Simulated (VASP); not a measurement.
Level of theory: PBEsol GGA, VASP's PBE PAW potentials (set 64) (plane waves; VASP 6.6.1).

The input files of a VASP run:

File KPOINTS:
```
Automatic mesh
0
Gamma
7 7 7
0 0 0
```

INCAR:
```
! general
SYSTEM    =  SrTiO3
PREC      =  Accurate
ENCUT     =  520
LREAL     =  .FALSE.   ! projection in real space or not
LASPH     =  .TRUE.   ! aspherical one-centre terms

! electronic loop
EDIFF     =  1E-8   ! SCF stop (eV)
NELM      =  100
ALGO      =  Normal
LMAXMIX   =  4   ! l cut-off of mixed one-centre charges

! smearing
ISMEAR    =  0
SIGMA     =  0.01   ! width (eV)

! functional
GGA       =  PS   ! PBEsol

! ions
IBRION    =  8   ! DFPT with symmetry
NSW       =  1   ! most ionic steps

! output
LWAVE     =  .FALSE.
LCHARG    =  .FALSE.

! other
LEPSILON  =  .TRUE.
```

**POSCAR**
```
SrTiO3
3.8959770
  1.0000000688   0.0000000000   0.0000000000
  0.0000000000   1.0000000688   0.0000000000
  0.0000000000   0.0000000000   1.0000000688
Sr Ti O
1 1 3
Cart
  0.0000000000   0.0000000000   0.0000000000
  0.5000000344   0.5000000344   0.5000000344
  0.5000000344   0.0000000000   0.5000000344
  0.0000000000   0.5000000344   0.5000000344
  0.5000000344   0.5000000344   0.0000000000
```

POTCAR, in this order: Sr_sv Ti_sv O (PBE.64 set). Program: vasp_std.

What VASP printed:

File OSZICAR:
```
...
RMM:  22    -0.924391979550E+00    0.49773E-05   -0.19704E-05  3713   0.284E-03    0.106E-03
RMM:  23    -0.924395490585E+00   -0.35110E-05   -0.16454E-05  3123   0.241E-03    0.102E-03
RMM:  24    -0.924395842539E+00   -0.35195E-06   -0.16617E-05  2580   0.206E-03    0.116E-03
RMM:  25    -0.924396884573E+00   -0.10420E-05   -0.14581E-05  2519   0.180E-03    0.120E-03
 Linear response DOF=           4
 Linear response progress:
  Degree of freedom:   1/  4
       N       E                     dE             d eps       ncg     rms          rms(c)
RMM:   1    -0.290855871845E+00   -0.29086E+00    0.33590E-01  3327   0.309E+00
RMM:   2    -0.293122789543E+00   -0.22669E-02   -0.43025E-02  3921   0.782E-01    0.331E-01
RMM:   3    -0.294197381595E+00   -0.10746E-02   -0.69786E-03  4119   0.342E-01    0.236E-01
RMM:   4    -0.294437722815E+00   -0.24034E-03   -0.17447E-03  4188   0.174E-01    0.677E-02
RMM:   5    -0.294703458181E+00   -0.26574E-03   -0.48310E-04  4577   0.803E-02    0.185E-02
RMM:   6    -0.294768442547E+00   -0.64984E-04   -0.20524E-04  4601   0.452E-02    0.115E-02
RMM:   7    -0.294725464566E+00    0.42978E-04   -0.75628E-05  4465   0.289E-02    0.646E-03
RMM:   8    -0.294702893113E+00    0.22571E-04   -0.31540E-05  4477   0.185E-02    0.329E-03
RMM:   9    -0.294707701915E+00   -0.48088E-05   -0.23366E-05  4741   0.119E-02    0.490E-03
RMM:  10    -0.294719455046E+00   -0.11753E-04   -0.81512E-06  4501   0.808E-03    0.652E-03
RMM:  11    -0.294716947400E+00    0.25076E-05   -0.90445E-06  4493   0.558E-03    0.674E-03
RMM:  12    -0.294709508106E+00    0.74393E-05   -0.26946E-06  4463   0.407E-03    0.600E-03
RMM:  13    -0.294707549053E+00    0.19591E-05   -0.28997E-06  4714   0.275E-03    0.604E-03
 Linear response progress:
  Degree of freedom:   2/  4
       N       E                     dE             d eps       ncg     rms          rms(c)
RMM:   1    -0.795766199642E+00   -0.79577E+00    0.59487E+00  2068   0.100E+02
RMM:   2    -0.762413208252E+00    0.33353E-01   -0.18335E-01  3226   0.322E+00    0.290E-01
RMM:   3    -0.759379867615E+00    0.30333E-02   -0.29158E-02  3822   0.820E-01    0.152E-01
RMM:   4    -0.759244981294E+00    0.13489E-03   -0.13297E-02  4160   0.403E-01    0.325E-02
RMM:   5    -0.759987597231E+00   -0.74262E-03   -0.15602E-03  4378   0.152E-01    0.162E-02
RMM:   6    -0.760584448214E+00   -0.59685E-03   -0.25594E-04  4249   0.663E-02    0.450E-03
RMM:   7    -0.760757113765E+00   -0.17267E-03   -0.91051E-05  4384   0.345E-02    0.152E-03
RMM:   8    -0.760762797115E+00   -0.56833E-05   -0.44958E-05  4409   0.203E-02    0.954E-04
RMM:   9    -0.760782122170E+00   -0.19325E-04   -0.17215E-05  4509   0.125E-02    0.537E-04
RMM:  10    -0.760783265886E+00   -0.11437E-05   -0.12225E-05  4507   0.848E-03    0.225E-04
RMM:  11    -0.760779209773E+00    0.40561E-05   -0.79586E-06  4640   0.603E-03    0.211E-04
RMM:  12    -0.760781797628E+00   -0.25879E-05   -0.52015E-06  4340   0.460E-03    0.115E-04
RMM:  13    -0.760783736985E+00   -0.19394E-05   -0.39414E-06  4404   0.365E-03    0.473E-05
RMM:  14    -0.760783831153E+00   -0.94168E-07   -0.28260E-06  4501   0.297E-03    0.372E-05
RMM:  15    -0.760784107194E+00   -0.27604E-06   -0.19159E-06  4557   0.249E-03    0.298E-05
RMM:  16    -0.760784519276E+00   -0.41208E-06   -0.12268E-06  4059   0.218E-03    0.354E-05
RMM:  17    -0.760784271729E+00    0.24755E-06   -0.53465E-07  4064   0.191E-03    0.640E-05
RMM:  18    -0.760784355756E+00   -0.84027E-07   -0.38946E-07  4583   0.166E-03    0.805E-05
RMM:  19    -0.760784441917E+00   -0.86161E-07   -0.87483E-08  4187   0.149E-03    0.117E-04
RMM:  20    -0.760784521038E+00   -0.79122E-07    0.22308E-07  4319   0.135E-03    0.126E-04
RMM:  21    -0.760784614116E+00   -0.93078E-07    0.53878E-07  4063   0.125E-03    0.121E-04
RMM:  22    -0.760784669585E+00   -0.55468E-07    0.55324E-07  4537   0.114E-03    0.131E-04
 Linear response progress:
  Degree of freedom:   3/  4
       N       E                     dE             d eps       ncg     rms          rms(c)
RMM:   1    -0.372156424030E+00   -0.37216E+00    0.21164E-01  5925   0.302E+00
RMM:   2    -0.364607902533E+00    0.75485E-02   -0.20599E-02  5610   0.572E-01    0.219E-01
RMM:   3    -0.366193397335E+00   -0.15855E-02   -0.28643E-03  5972   0.209E-01    0.128E-01
RMM:   4    -0.367826609371E+00   -0.16332E-02   -0.95566E-04  5854   0.145E-01    0.240E-02
RMM:   5    -0.367796478587E+00    0.30131E-04   -0.28539E-04  6940   0.577E-02    0.933E-03
RMM:   6    -0.367817987126E+00   -0.21509E-04   -0.10516E-04  7462   0.303E-02    0.464E-03
RMM:   7    -0.367804784951E+00    0.13202E-04   -0.53610E-05  7308   0.192E-02    0.310E-03
RMM:   8    -0.367831072551E+00   -0.26288E-04   -0.24781E-05  7126   0.139E-02    0.113E-03
RMM:   9    -0.367822937977E+00    0.81346E-05   -0.38695E-05  7217   0.990E-03    0.624E-04
RMM:  10    -0.367825352773E+00   -0.24148E-05   -0.26799E-05  7573   0.723E-03    0.701E-04
RMM:  11    -0.367826233967E+00   -0.88119E-06   -0.29014E-05  7841   0.506E-03    0.100E-03
RMM:  12    -0.367826132521E+00    0.10145E-06    0.43094E-06  7428   0.366E-03    0.151E-03
RMM:  13    -0.367827670323E+00   -0.15378E-05    0.13752E-05  7205   0.268E-03    0.167E-03
RMM:  14    -0.367827532656E+00    0.13767E-06    0.35661E-06  7453   0.203E-03    0.189E-03
RMM:  15    -0.367828062926E+00   -0.53027E-06    0.86313E-06  7228   0.157E-03    0.187E-03
RMM:  16    -0.367828889717E+00   -0.82679E-06    0.22632E-06  7236   0.126E-03    0.171E-03
 Linear response progress:
  Degree of freedom:   4/  4
       N       E                     dE             d eps       ncg     rms          rms(c)
RMM:   1    -0.382546379489E+00   -0.38255E+00    0.22643E-01  4023   0.368E+00
RMM:   2    -0.369613329575E+00    0.12933E-01   -0.22221E-02  3593   0.891E-01    0.171E-01
RMM:   3    -0.372220271208E+00   -0.26069E-02   -0.80907E-03  3696   0.369E-01    0.951E-02
RMM:   4    -0.374245190935E+00   -0.20249E-02   -0.27122E-03  3778   0.231E-01    0.322E-02
RMM:   5    -0.374635547903E+00   -0.39036E-03   -0.57841E-04  4378   0.949E-02    0.109E-02
RMM:   6    -0.374681658018E+00   -0.46110E-04   -0.16761E-04  4424   0.435E-02    0.477E-03
RMM:   7    -0.374670289337E+00    0.11369E-04   -0.46427E-05  4267   0.225E-02    0.158E-03
RMM:   8    -0.374655517076E+00    0.14772E-04   -0.21490E-05  4289   0.127E-02    0.693E-04
RMM:   9    -0.374658770166E+00   -0.32531E-05   -0.46118E-06  4497   0.709E-03    0.451E-04
RMM:  10    -0.374659873957E+00   -0.11038E-05   -0.83235E-06  4431   0.417E-03    0.167E-04
RMM:  11    -0.374659590080E+00    0.28388E-06   -0.61288E-06  4433   0.247E-03    0.736E-05
RMM:  12    -0.374659531855E+00    0.58225E-07   -0.40728E-06  4564   0.149E-03    0.741E-05
RMM:  13    -0.374659629112E+00   -0.97257E-07   -0.21859E-06  4392   0.938E-04    0.562E-05
RMM:  14    -0.374660048216E+00   -0.41910E-06   -0.13085E-06  4252   0.632E-04    0.557E-05
RMM:  15    -0.374659597010E+00    0.45121E-06   -0.12622E-06  4123   0.461E-04    0.565E-05
RMM:  16    -0.374659779509E+00   -0.18250E-06   -0.35051E-07  4303   0.319E-04    0.211E-05
RMM:  17    -0.374659833622E+00   -0.54113E-07   -0.47530E-07  4432   0.221E-04    0.112E-05
RMM:  18    -0.374659843679E+00   -0.10057E-07   -0.19608E-07  4571   0.156E-04    0.168E-05
RMM:  19    -0.374659846749E+00   -0.30699E-08   -0.21589E-07  4495   0.115E-04    0.202E-05
RMM:  20    -0.374659865396E+00   -0.18647E-07   -0.10516E-07  4136   0.909E-05    0.140E-05
RMM:  21    -0.374659862114E+00    0.32815E-08   -0.96291E-08  4296   0.726E-05    0.162E-05
 Linear response finished
```

File OUTCAR:
```
------------------------ aborting loop because EDIFF is reached ----------------------------------------

 HEAD OF MICROSCOPIC STATIC DIELECTRIC TENSOR (INDEPENDENT PARTICLE, excluding Hartree and local field effects)
 ------------------------------------------------------
           6.523131    -0.000000    -0.000000
           0.000000     6.523131    -0.000000
           0.000000    -0.000000     6.523131
 ------------------------------------------------------

 MACROSCOPIC STATIC DIELECTRIC TENSOR (including local field effects in DFT)
 ------------------------------------------------------
           6.377929     0.000000    -0.000000
          -0.000000     6.377929     0.000000
           0.000000     0.000000     6.377929
 ------------------------------------------------------

 PIEZOELECTRIC TENSOR (including local field effects)  for field in x, y, z        (e  Angst)
          XX          YY          ZZ          XY          YZ          ZX
  --------------------------------------------------------------------------------
  x     0.00000     0.00000     0.00000     0.00000     0.00000     0.00000
  y     0.00000     0.00000     0.00000     0.00000     0.00000     0.00000
  z     0.00000     0.00000     0.00000     0.00000     0.00000     0.00000

 PIEZOELECTRIC TENSOR (including local field effects)  for field in x, y, z        (C/m^2)
          XX          YY          ZZ          XY          YZ          ZX
  --------------------------------------------------------------------------------
  x     0.00000     0.00000     0.00000     0.00000     0.00000     0.00000
  y     0.00000     0.00000     0.00000     0.00000     0.00000     0.00000
  z     0.00000     0.00000     0.00000     0.00000     0.00000     0.00000

 BORN EFFECTIVE CHARGES (including local field effects) (in |e|, cummulative output)
 ---------------------------------------------------------------------------------
 ion    1
    1     2.55451     0.00000    -0.00000
    2     0.00000     2.55451     0.00000
    3     0.00000     0.00000     2.55451
 ion    2
    1     7.36658     0.00000    -0.00000
    2     0.00000     7.36658     0.00000
    3    -0.00000    -0.00000     7.36658
 ion    3
    1    -2.04368    -0.00000    -0.00000
    2     0.00000    -5.83373    -0.00000
    3    -0.00000    -0.00000    -2.04368
 ion    4
    1    -5.83373     0.00000    -0.00000
    2     0.00000    -2.04368    -0.00000
    3    -0.00000    -0.00000    -2.04368
 ion    5
    1    -2.04368    -0.00000     0.00000
    2    -0.00000    -2.04368     0.00000
    3    -0.00000    -0.00000    -5.83373

   1 f  =   15.973812 THz   100.366419 2PiTHz  532.829005 cm-1    66.062347 meV
             X         Y         Z           dx          dy          dz
      0.000000  0.000000  0.000000    -0.033036   -0.000057    0.000000
      1.947989  1.947989  1.947989     0.004603    0.000008   -0.000000
      1.947989  0.000000  1.947989    -0.382858    0.001452   -0.000000
      0.000000  1.947989  1.947989     0.840074   -0.000662    0.000000
      1.947989  1.947989  0.000000    -0.382858   -0.000662   -0.000000

   2 f  =   15.973812 THz   100.366419 2PiTHz  532.829005 cm-1    66.062347 meV
             X         Y         Z           dx          dy          dz
      0.000000  0.000000  0.000000     0.000057   -0.033036    0.000000
      1.947989  1.947989  1.947989    -0.000008    0.004603    0.000000
      1.947989  0.000000  1.947989     0.000662    0.840074    0.000000
      0.000000  1.947989  1.947989    -0.001452   -0.382858    0.000000
      1.947989  1.947989  0.000000     0.000662   -0.382858    0.000000

   3 f  =   15.973812 THz   100.366419 2PiTHz  532.829005 cm-1    66.062347 meV
             X         Y         Z           dx          dy          dz
      0.000000  0.000000  0.000000    -0.000000    0.000000   -0.033036
      1.947989  1.947989  1.947989     0.000000   -0.000000    0.004603
      1.947989  0.000000  1.947989    -0.000000   -0.000000   -0.382859
      0.000000  1.947989  1.947989     0.000000    0.000000   -0.382859
      1.947989  1.947989  0.000000    -0.000000    0.000000    0.840075

   4 f  =    6.765663 THz    42.509915 2PiTHz  225.678230 cm-1    27.980522 meV
             X         Y         Z           dx          dy          dz
      0.000000  0.000000  0.000000    -0.000000   -0.000000    0.000000
      1.947989  1.947989  1.947989     0.000000   -0.000000    0.000000
      1.947989  0.000000  1.947989    -0.502647    0.000000    0.428951
      0.000000  1.947989  1.947989     0.000000    0.251687   -0.428951
      1.947989  1.947989  0.000000     0.502647   -0.251687    0.000000

   5 f  =    6.765663 THz    42.509915 2PiTHz  225.678230 cm-1    27.980522 meV
             X         Y         Z           dx          dy          dz
      0.000000  0.000000  0.000000    -0.000000    0.000000    0.000000
      1.947989  1.947989  1.947989     0.000000   -0.000000   -0.000000
      1.947989  0.000000  1.947989     0.362332    0.000000    0.560968
      0.000000  1.947989  1.947989     0.000000   -0.232444   -0.560968
      1.947989  1.947989  0.000000    -0.362332    0.232444   -0.000000

   6 f  =    6.765663 THz    42.509915 2PiTHz  225.678230 cm-1    27.980522 meV
             X         Y         Z           dx          dy          dz
      0.000000  0.000000  0.000000    -0.000000    0.000000   -0.000000
      1.947989  1.947989  1.947989     0.000000   -0.000000    0.000000
      1.947989  0.000000  1.947989     0.340678    0.000000    0.036265
      0.000000  1.947989  1.947989     0.000000    0.618566   -0.036265
      1.947989  1.947989  0.000000    -0.340678   -0.618566    0.000000

   7 f  =    4.738435 THz    29.772465 2PiTHz  158.057179 cm-1    19.596584 meV
             X         Y         Z           dx          dy          dz
      0.000000  0.000000  0.000000     0.000308   -0.002767    0.674079
      1.947989  1.947989  1.947989    -0.000328    0.002945   -0.717439
      1.947989  0.000000  1.947989    -0.000052    0.000298   -0.113135
      0.000000  1.947989  1.947989    -0.000033    0.000464   -0.113135
      1.947989  1.947989  0.000000    -0.000052    0.000464   -0.072681

   8 f  =    4.738435 THz    29.772465 2PiTHz  158.057179 cm-1    19.596584 meV
...
```
(Selected blocks of OUTCAR.)

OUTCAR:
```
 val. band max:        4.0160079603   @ k =   0.4286   0.4286   0.4286

 cond. band min:       5.8957226470   @ k =   0.0000   0.0000   0.0000


 Fermi energy:         4.2137219829

 k-point     1 :       0.0000    0.0000    0.0000
  band No.  band energies     occupation
      1     -52.0899      2.00000
      2     -28.5414      2.00000
      3     -28.4565      2.00000
      4     -28.4565      2.00000
      5     -28.4565      2.00000
      6     -13.3024      2.00000
      7     -12.2913      2.00000
      8     -12.2913      2.00000
      9     -10.5652      2.00000
     10     -10.5652      2.00000
     11     -10.5652      2.00000
     12       1.2209      2.00000
     13       1.2209      2.00000
     14       1.2209      2.00000
     15       2.8840      2.00000
     16       2.8840      2.00000
     17       2.8840      2.00000
     18       3.7280      2.00000
     19       3.7280      2.00000
     20       3.7280      2.00000
     21       5.8957      0.00000
     22       5.8957      0.00000
     23       5.8957      0.00000
     24       8.4657      0.00000

 k-point     2 :       0.1429    0.0000    0.0000
  band No.  band energies     occupation
      1     -52.0896      2.00000
      2     -28.5657      2.00000
      3     -28.4559      2.00000
      4     -28.4559      2.00000
      5     -28.4416      2.00000
      6     -13.3135      2.00000
      7     -12.2932      2.00000
      8     -12.2836      2.00000
      9     -10.5558      2.00000
     10     -10.5558      2.00000
     11     -10.4255      2.00000
     12       0.9523      2.00000
     13       1.2046      2.00000
     14       1.2046      2.00000
     15       2.6139      2.00000
     16       2.6139      2.00000
     17       2.6975      2.00000
     18       3.1222      2.00000
     19       3.6045      2.00000
     20       3.6045      2.00000
     21       5.9284      0.00000
     22       6.3579      0.00000
     23       6.3579      0.00000
     24       8.4725      0.00000
...
```

The dielectric response may not be converged in the k-mesh; for small gaps it tends to come out too large.

The compound is SrTiO3 in the cubic perovskite structure, the ideal cubic form; the compound distorts at low or room temperature. It was relaxed first.
